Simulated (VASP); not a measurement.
```yaml
crystal:
  lattice:
    - [1.49989, -2.59788, 0.00000]
    - [1.49989, 2.59788, 0.00000]
    - [0.00000, 0.00000, 5.55162]
  atoms:
    - { symbol: Cd, position: [0.33333, 0.66667, 0.25000] }
    - { symbol: Cd, position: [0.66667, 0.33333, 0.75000] }
```

Level of theory: PBEsol GGA, VASP's PBE PAW potentials (set 64) (plane waves; VASP). Settings: 480 eV cut-off, 14×14×6 Γ-centred mesh, first-order Methfessel-Paxton smearing of 0.10 eV, potentials Cd.

**Question.** Predict the energy per atom (σ→0), pressure, band gap (on the k-mesh) with the smallest direct gap where there is one.

**Answer.** 
| Property | Value |
|---|---|
| band gap (on the k-mesh) | none (metal, semimetal or under 0.01 eV) |
| energy per atom (σ→0) | -1.187 eV/atom |
| pressure | -1.55 GPa |

The compound is Cd in the hcp structure. This cell was strained or had an atom moved on purpose.
